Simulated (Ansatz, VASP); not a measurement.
## ZnS (Wurtzite-2H) in two plane-wave programs

One calculation is typed for both programs; each brings its own data sets. How far apart do they land? The cell is taken from a series of runs on this material, whose earlier steps may have relaxed, scaled, displaced or heated it; both programs get it as it stands.

Main program and level: Ansatz 0.2.0; plane waves, with VASP 6.6.1 beside it; zone-centre phonons at PBE.

## Step 1: Set-up

The structure is hexagonal, space group P6_3mc (No. 186). Conventional cell: a = 3.845 Å, b = 3.845 Å, c = 6.305 Å, α = 90.00°, β = 90.00°, γ = 120.00°. Nearest to Zn lie 4 S at 2.36 Å. S has 4 Zn at 2.36 Å nearest. Farther neighbours and most contacts between anions are not listed.

## Step 2: Ansatz: zone-centre phonons, PBE

Ansatz runs on its default PAW (the set named soft_2) files.

Second derivatives magnify differences that forces hide, and they need a tight electronic threshold.

Input file input.yaml:

```yaml
crystal:
  lattice:
    - [3.8452786223, 0.0, 0.0]
    - [-1.9226393112, 3.3301089716, 0.0]
    - [0.0, 0.0, 6.3052792698]
  atoms:
    - { symbol: Zn, position: [0.3333333333, 0.6666666667, 0.0052340309] }
    - { symbol: Zn, position: [0.6666666667, 0.3333333333, 0.5052340309] }
    - { symbol: S, position: [0.3333333333, 0.6666666667, 0.3797659691] }
    - { symbol: S, position: [0.6666666667, 0.3333333333, 0.8797659691] }
kpoints:
  mp_grid: { grid: [9, 9, 4] }
hamiltonian:
  xc: pbe
scf:
  occupations: { method: fixed }
output:
  eigenvalues: true
phonons:
  method: dfpt
```

Started as:

```sh
$ ansatz run input.yaml --threads 4 --pin off --max-ram 7168MiB --backend cpu --events-out ev --progress --plain --runs-dir out
```

Numbers of over 12 decimals in the logs are rounded to 6 here.

Output:

```text
Engine: ansatz 0.2.0, aarch64-unknown-linux-gnu
Pseudopotentials: kind: paw
Pseudopotential: Zn, paw, valence charge 12, recommended cutoff 420 eV (normal), Zn.paw.azcp
Pseudopotential: S, paw, valence charge 6, recommended cutoff 420 eV (normal), S.paw.azcp
Functional definition: PBE
  parameter kappa = 0.804
  parameter beta = 0.066725
  exchange = pbe_x(kappa = kappa, mu = beta*pi^2/3)
  correlation = pbe_c(beta = beta)
Crystal: 4 atoms, lattice volume = 80.740 Å³
Basis set: ecut = 420 eV, 1581 PW (Γ), exchange–correlation on 54×54×96 points (8 copies of the dense FFT grid, shifted against one another)
Bands: 22, of which v1, the nominal top of the filled ones, is band 18 counted from 1 (17 counted from 0)
Symmetry: 12 space group operations
k-points: 95 of 324 (irreducible under 2 space group operations, time reversal used)
Non-local potential: Zn, projectors of the file, l = 0: 2, l = 1: 2, l = 2: 3, l = 3: 1
Non-local potential: S, projectors of the file, l = 0: 2, l = 1: 2, l = 2: 2
PAW form: soft (Blöchl's): semilocal exchange-correlation on the pseudo side does not see the compensation charge
PAW one-centre angular grid: Zn, 590 points (default); XC on 64 Gauss nodes
PAW one-centre angular grid: S, 110 points (default); XC on 64 Gauss nodes
Initial density: superposition of atomic densities (neutral atoms: chi_scale 0, normalization atom), corrected by the library's trained network
Initial wavefunctions: pseudopotential atomic-orbital guess
Functional: x = pbe(κ = 0.804, μ = 0.219515), c = pbe(β = 0.066725)
SCF iter   1: F=—  HF=-8445.456915 eV  |F-HF|=—  |Δ(HF+E_count)|=         —  Δρ=5.12e-4  dr2=2.43e-4  ethr=1.77e-3  ⟨swp⟩=5.3  Hψ=8897  notcnv=0  defer=188
preconditioner: auto → Resta (q_TF=auto, 2.385 Å⁻¹)  ε∞=6.5  [insulator: Δε(μ)=2.074 eV  Ē_g=10.533 eV  n_scr=22 (ndim 8)  ℏωp=24.8 eV  f_vac=0.042  ε∞_Penn≈6.5]
SCF iter   2: F=—  HF=-8445.457257 eV  |F-HF|=—  |Δ(HF+E_count)|=   3.42e-4  Δρ=4.13e-4  dr2=1.22e-4  ethr=6.75e-7  ⟨swp⟩=2.8  Hψ=5067  notcnv=0  defer=188
SCF iter   3: F=—  HF=-8445.457348 eV  |F-HF|=—  |Δ(HF+E_count)|=   9.08e-5  Δρ=2.33e-4  dr2=2.33e-5  ethr=3.40e-7  ⟨swp⟩=2.0  Hψ=3823  notcnv=0  defer=188
SCF iter   4: F=—  HF=-8445.457339 eV  |F-HF|=—  |Δ(HF+E_count)|=   8.54e-6  Δρ=8.10e-5  dr2=5.51e-6  ethr=6.48e-8  ⟨swp⟩=2.0  Hψ=3610  notcnv=0  defer=10
SCF iter   5: F=—  HF=-8445.457338 eV  |F-HF|=—  |Δ(HF+E_count)|=   7.08e-7  Δρ=2.96e-5  dr2=7.02e-7  ethr=1.53e-8  ⟨swp⟩=2.0  Hψ=2759  notcnv=0
SCF iter   6: F=—  HF=-8445.457339 eV  |F-HF|=—  |Δ(HF+E_count)|=   6.13e-7  Δρ=1.00e-5  dr2=7.43e-8  ethr=1.95e-9  ⟨swp⟩=2.0  Hψ=3800  notcnv=0
SCF iter   7: F=—  HF=-8445.457339 eV  |F-HF|=—  |Δ(HF+E_count)|=   6.22e-8  Δρ=3.05e-6  dr2=6.23e-9  ethr=2.06e-10  ⟨swp⟩=2.5  Hψ=3772  notcnv=0
SCF iter   8: F=—  HF=-8445.457339 eV  |F-HF|=—  |Δ(HF+E_count)|=   2.20e-9  Δρ=6.42e-7  dr2=4.33e-10  ethr=1.73e-11  ⟨swp⟩=2.0  Hψ=3554  notcnv=0
SCF iter   9: F=-8445.457339 eV  HF=-8445.457339 eV  |F-HF|=7.28e-12  |Δ(HF+E_count)|=  2.47e-10  Δρ=1.20e-7  dr2=6.90e-12  ethr=1.00e-12  ⟨swp⟩=7.2  Hψ=12886  notcnv=0
SCF 1 converged in 9 iterations: F = -8445.457339 eV  dr2 = 6.90e-12
  greatest PAW one-centre occupation: 0.984 electrons in one spin orbital (limit 2), on the Zn atom at site 0 (counted from 0), in its partial waves of l = 2
DFPT response loops at Γ: preconditioner auto → Resta (q_TF=auto, 2.385 Å⁻¹)  ε∞=5.4 (no band partly filled); β = 1.00, the filter's whole step (`scf.mixing.beta` (0.50) is not read by the response loops at its default; to damp them type it under 1.00, their step now; it binds the ground state too); Broyden in place of MSR1
SCF converged after 9 iterations
Free energy (F): -8445.457339 eV
Harris-Foulkes:  -8445.457339 eV  (|F-HF|=7.28e-12)
Internal energy: -8445.457339 eV  (E = F + TS)
E sigma→0 (E₀):  -8445.457339 eV
Fermi energy:    5.509715 eV
--- Per-component energies (eV) ---
  E_band       = 2.363191
  E_kinetic    = 475.627734
  E_local      = -4117.783180  (includes V_loc(G=0)·N_el)
  E_nonlocal   = 1285.945682
  E_hartree    = 1721.320102
  E_xc         = -468.199916
  E_vxc        = -278.303356  (∫ρ·V_xc dr)
  E_paw        = -4857.650795  (= ΣΔE_a)
  E_vpaw       = -805.763089  (= ΣTr[D̂ρ^β])
  E_aug_tail   = -0.000706  (compensation charges beyond the density's cutoff)
  E_ewald      = -2484.716260
  E_smearing   = -0.000000  (= −TS)
  E_closure    = 0.000000  (closes the sum)
  Σ components = -8445.457339   (vs F -8445.457339, Δ=0.00e0)
--- Band table (eV; the first three rows and the last of 95) ---
  k-point 0: bands = [... 14 lower, 4.6543, 5.4355, 5.5097, 5.5097, 7.5882, 8.5580, 11.8148, 11.8148]
  k-point 1: bands = [... 14 lower, 4.7705, 4.7705, 5.3742, 5.3742, 8.4852, 8.7057, 11.7571, 11.9094]
  k-point 2: bands = [... 14 lower, 5.0628, 5.0628, 5.0628, 5.0628, 8.9823, 8.9823, 12.2474, 12.2474]
  k-point 94: bands = [... 14 lower, 3.3671, 3.3671, 4.0552, 4.0552, 9.9753, 9.9753, 11.6573, 11.6573]
--- Phonons (Γ-DFPT): 4 representative perturbations + reference, on 95 of 324 k-points (Σ response iterations 15) ---
  k mesh reduced under 2 symmetry operations, with k and −k counted as one. Each operation leaves every solved perturbation unchanged. A smaller set is not used because it would not reduce the number of displacements times k-points to solve
  ASR residual: 3.114e-5 → 0.000e0 eV/Å²; symmetrization residual: 3.009e-5 eV/Å²
  ASR residual per site (eV/Å²): 1.21e-5 1.21e-5 3.11e-5 3.11e-5
  Γ frequencies (cm⁻¹): 0.00 0.00 0.00 70.25 70.25 187.77 256.94 262.66 262.66 267.84 267.84 321.18
  non-analytic LO–TO correction: not included (Born effective charges unavailable; polar crystals: no LO–TO splitting at Γ)
```

Reading the cycles: dr2 is the Hartree energy of the density residual (eV), the measure of convergence; HF is the Harris–Foulkes estimate of the energy, which meets the free energy F at convergence.

## Step 3: VASP: zone-centre phonons, PBE

The same cell, functional and mesh now go to VASP, with its own data sets.

Lines of VASP's logs that name or quote its potential files are left out, and so is its time.

Input file INCAR:

```
SYSTEM = ZnS
PREC = Accurate
ENCUT = 500
EDIFF = 1E-08
NELM = 120
ISMEAR = 0
SIGMA = 0.01
LREAL = .FALSE.
ALGO = Normal
GGA = PE
NBANDS = 24
LORBIT = 11
LWAVE = .FALSE.
LCHARG = .FALSE.
ISIF = 2
IBRION = 8
LASPH = .TRUE.
GGA_COMPAT = .FALSE.
EFERMI = MIDGAP
KPAR = 2
```

Input file POSCAR:

```
ZnS
1.0
    3.8452786223      0.0000000000      0.0000000000
   -1.9226393112      3.3301089716      0.0000000000
    0.0000000000      0.0000000000      6.3052792698
Zn S
2 2
Direct
    0.3333333333      0.6666666667      0.0052340309
    0.6666666667      0.3333333333      0.5052340309
    0.3333333333      0.6666666667      0.3797659691
    0.6666666667      0.3333333333      0.8797659691
```

Input file KPOINTS:

```
Automatic mesh
0
Gamma
9 9 4
0 0 0
```

Potentials, in the order of the species: Zn and S (PBE family, release 64).

Started as:

```sh
$ mpirun -np 2 vasp_std
```

Output:

```text
[banner, memory and clock lines left out]
running    2 mpi-ranks, on    1 nodes
 distrk:  each k-point on    1 cores,    2 groups
 distr:  one band on    1 cores,    1 groups

 POSCAR found type information on POSCAR ZnS
 POSCAR found :  2 types and       4 ions
 LDA part: xc-table for (Slater+PW92), standard interpolation
 POSCAR, INCAR and KPOINTS ok, starting setup
 FFT: planning ... GRIDC
 FFT: planning ... GRID_SOFT
 FFT: planning ... GRID
 WAVECAR not read
 entering main loop
       N       E                     dE             d eps       ncg     rms          rms(c)
DAV:   1     0.233598150807E+03    0.23360E+03   -0.16898E+04  1728   0.174E+03
DAV:   2     0.671339494092E+01   -0.22688E+03   -0.21951E+03  1832   0.357E+02
DAV:   3    -0.141270362921E+02   -0.20840E+02   -0.20729E+02  2176   0.110E+02
DAV:   4    -0.145401283230E+02   -0.41309E+00   -0.41283E+00  2016   0.161E+01
DAV:   5    -0.145478751632E+02   -0.77468E-02   -0.77463E-02  2208   0.208E+00    0.936E+00
DAV:   6    -0.136896516393E+02    0.85822E+00   -0.18432E+00  2640   0.394E+01    0.729E+00
DAV:   7    -0.137024893678E+02   -0.12838E-01   -0.15206E+00  2048   0.703E+00    0.334E+00
DAV:   8    -0.136921489003E+02    0.10340E-01   -0.67398E-02  2280   0.320E+00    0.101E+00
DAV:   9    -0.136928238170E+02   -0.67492E-03   -0.12932E-02  2424   0.197E+00    0.245E-01
DAV:  10    -0.136929823639E+02   -0.15855E-03   -0.10348E-03  2056   0.378E-01    0.121E-01
DAV:  11    -0.136932256007E+02   -0.24324E-03   -0.45793E-04  2016   0.132E-01    0.963E-02
DAV:  12    -0.136932209292E+02    0.46715E-05   -0.14466E-05  2088   0.248E-02    0.827E-03
DAV:  13    -0.136932239654E+02   -0.30361E-05   -0.40490E-06  2048   0.133E-02    0.344E-03
DAV:  14    -0.136932240991E+02   -0.13373E-06   -0.29487E-07  2104   0.381E-03    0.128E-03
DAV:  15    -0.136932241441E+02   -0.44984E-07   -0.32754E-08  1800   0.131E-03    0.935E-04
DAV:  16    -0.136932241484E+02   -0.43519E-08   -0.34018E-09  1456   0.643E-04
   1 F= -.13693224E+02 E0= -.13693224E+02  d E =0.000000E+00
 Linear response reoptimize wavefunctions to high precision
DAV:   1    -0.136932241499E+02   -0.14866E-08   -0.11158E-09  1440   0.379E-04
DAV:   2    -0.136932241498E+02    0.60936E-10   -0.21008E-10  1128   0.111E-04
 Linear response DOF=           4
 Linear response progress:
  Degree of freedom:   1/  4
       N       E                     dE             d eps       ncg     rms          rms(c)
RMM:   1    -0.212176577725E+00   -0.21218E+00   -0.13007E-02 11710   0.179E+00
RMM:   2    -0.209976305447E+00    0.22003E-02   -0.35532E-03 12289   0.388E-01    0.117E-01
RMM:   3    -0.209714063374E+00    0.26224E-03   -0.98437E-05 14092   0.629E-02    0.689E-02
RMM:   4    -0.209332523269E+00    0.38154E-03   -0.15940E-05 13930   0.264E-02    0.370E-03
RMM:   5    -0.209314786407E+00    0.17737E-04   -0.25213E-06 14389   0.418E-03    0.178E-03
RMM:   6    -0.209308343771E+00    0.64426E-05   -0.95027E-07 14152   0.258E-03    0.425E-04
RMM:   7    -0.209308761859E+00   -0.41809E-06   -0.56215E-07 14561   0.552E-04    0.201E-04
RMM:   8    -0.209308070610E+00    0.69125E-06   -0.50468E-07 14125   0.435E-04    0.383E-05
RMM:   9    -0.209307919914E+00    0.15070E-06   -0.25578E-07 14602   0.895E-05    0.262E-05
RMM:  10    -0.209307909354E+00    0.10560E-07   -0.57030E-09 13990   0.550E-05    0.496E-06
RMM:  11    -0.209307923722E+00   -0.14368E-07   -0.17447E-08 14632   0.190E-05    0.282E-06
RMM:  12    -0.209307942819E+00   -0.19097E-07    0.30834E-08 13368   0.132E-05    0.834E-07
RMM:  13    -0.209307945420E+00   -0.26010E-08    0.54821E-09 10997   0.927E-06    0.306E-07
 first order change of Fermi-energy  -0.14793E+00
 force on displaced ion       1 direction 1 :  -5.266  -0.001   0.000
 Linear response progress:
  Degree of freedom:   2/  4
       N       E                     dE             d eps       ncg     rms          rms(c)
RMM:   1    -0.217914886738E+00   -0.21791E+00   -0.95358E-03  3102   0.181E+00
RMM:   2    -0.215558273416E+00    0.23566E-02   -0.34622E-03  3272   0.403E-01    0.137E-01
RMM:   3    -0.215183941007E+00    0.37433E-03   -0.22839E-04  3644   0.775E-02    0.741E-02
RMM:   4    -0.214765925721E+00    0.41802E-03   -0.58303E-05  3648   0.426E-02    0.191E-02
RMM:   5    -0.214655831076E+00    0.11009E-03   -0.12201E-05  3734   0.193E-02    0.733E-03
RMM:   6    -0.214659473858E+00   -0.36428E-05    0.32284E-07  3548   0.542E-03    0.446E-03
RMM:   7    -0.214666218717E+00   -0.67449E-05    0.27008E-07  3524   0.305E-03    0.423E-04
RMM:   8    -0.214666923884E+00   -0.70517E-06   -0.21288E-07  3656   0.732E-04    0.192E-04
RMM:   9    -0.214667128526E+00   -0.20464E-06   -0.23400E-07  3743   0.312E-04    0.484E-05
RMM:  10    -0.214667131832E+00   -0.33060E-08    0.75809E-08  3830   0.122E-04    0.350E-05
 first order change of Fermi-energy   0.68701E-01
 force on displaced ion       1 direction 3 :  -0.000  -0.000  -7.047
 Linear response progress:
  Degree of freedom:   3/  4
       N       E                     dE             d eps       ncg     rms          rms(c)
RMM:   1    -0.108312953517E+00   -0.10831E+00    0.46737E-02 19732   0.188E+00
RMM:   2    -0.105393731356E+00    0.29192E-02   -0.64141E-03 12143   0.593E-01    0.159E-01
RMM:   3    -0.105827048147E+00   -0.43332E-03   -0.44919E-04 13638   0.137E-01    0.760E-02
RMM:   4    -0.106254240101E+00   -0.42719E-03   -0.77307E-05 13476   0.470E-02    0.195E-02
RMM:   5    -0.106342727879E+00   -0.88488E-04   -0.83064E-06 14080   0.143E-02    0.960E-03
RMM:   6    -0.106321330088E+00    0.21398E-04   -0.14452E-06 14031   0.453E-03    0.395E-03
RMM:   7    -0.106332566221E+00   -0.11236E-04    0.12303E-07 13301   0.187E-03    0.519E-04
RMM:   8    -0.106330040230E+00    0.25260E-05   -0.10233E-07 14086   0.591E-04    0.102E-04
RMM:   9    -0.106328898087E+00    0.11421E-05    0.18506E-09 13734   0.238E-04    0.678E-05
RMM:  10    -0.106329264233E+00   -0.36615E-06    0.33007E-08 14104   0.837E-05    0.161E-05
RMM:  11    -0.106329525740E+00   -0.26151E-06    0.45815E-08 13720   0.441E-05    0.762E-06
RMM:  12    -0.106329480517E+00    0.45224E-07    0.77436E-08 14419   0.220E-05    0.151E-06
RMM:  13    -0.106329486406E+00   -0.58890E-08    0.46932E-08 12214   0.134E-05    0.164E-06
 first order change of Fermi-energy  -0.80961E-01
 force on displaced ion       3 direction 1 :  -6.061   0.000   0.000
 Linear response progress:
  Degree of freedom:   4/  4
       N       E                     dE             d eps       ncg     rms          rms(c)
RMM:   1    -0.126669959155E+00   -0.12667E+00    0.58922E-02  5317   0.189E+00
RMM:   2    -0.123122952509E+00    0.35470E-02   -0.60751E-03  3140   0.654E-01    0.177E-01
RMM:   3    -0.123432619959E+00   -0.30967E-03   -0.70778E-04  3590   0.162E-01    0.853E-02
RMM:   4    -0.123693058055E+00   -0.26044E-03   -0.93228E-05  3308   0.572E-02    0.291E-02
RMM:   5    -0.123743931035E+00   -0.50873E-04   -0.12975E-05  3620   0.206E-02    0.879E-03
RMM:   6    -0.123733756529E+00    0.10175E-04    0.87544E-07  3707   0.450E-03    0.492E-03
RMM:   7    -0.123737691691E+00   -0.39352E-05    0.86533E-08  3669   0.167E-03    0.100E-03
RMM:   8    -0.123738476065E+00   -0.78437E-06    0.19139E-07  3359   0.839E-04    0.224E-04
RMM:   9    -0.123738662140E+00   -0.18607E-06   -0.79412E-08  3667   0.266E-04    0.761E-05
RMM:  10    -0.123738765257E+00   -0.10312E-06   -0.77582E-09  3800   0.866E-05    0.385E-05
RMM:  11    -0.123738729883E+00    0.35374E-07    0.16301E-08  3722   0.363E-05    0.124E-05
RMM:  12    -0.123738717779E+00    0.12103E-07    0.75083E-09  3541   0.288E-05    0.434E-06
RMM:  13    -0.123738740209E+00   -0.22430E-07    0.22837E-08  3617   0.138E-05    0.134E-06
RMM:  14    -0.123738753284E+00   -0.13075E-07   -0.12938E-08  3196   0.110E-05    0.534E-07
RMM:  15    -0.123738751764E+00    0.15197E-08   -0.12269E-08  2378   0.923E-06    0.213E-07
 first order change of Fermi-energy  -0.68821E-01
 force on displaced ion       3 direction 3 :   0.000  -0.000  -8.631
 Linear response finished
```

(Part 1 of 2 ends here.)

[Lines on the potential files, build, host, timing and source positions are cut from VASP's logs without a mark.]

[Logs are printed without paths, hosts, clocks, repeated set-up lines and the standing remarks that a program may print on its own settings, such as how far it seeks lower states.]

[Hosts, paths, dates, database ids (printed as entryN), source tags and the programs' standing remarks are cut or masked in the printed files.]
